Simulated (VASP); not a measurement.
Input:

```yaml
crystal:
  lattice:
    - [-0.01094, 2.18877, 2.18877]
    - [2.18877, -0.01094, 2.18877]
    - [2.17782, 2.17782, 0.00000]
  atoms:
    - { symbol: Al, position: [0.00000, 0.00000, 0.00000] }
    - { symbol: N, position: [0.25000, 0.25000, 0.25000] }
```

Level of theory: PBEsol GGA, VASP's PBE PAW potentials (set 64) (plane waves; VASP). Run with 600 eV cut-off, 10×10×10 Γ-centred mesh, Gaussian smearing of 0.050 eV, potentials Al N.

Q: Give the stress tensor in GPa (positive for a compressed cell).

A: 
```
-0.10   2.24   0.00
 2.24  -0.10   0.00
 0.00   0.00  -0.12
```
The pressure is its mean diagonal, -0.11 GPa.

The compound is AlN in the zinc blende structure, a metastable form; wurtzite is the usual one. This cell was strained or had an atom moved on purpose.
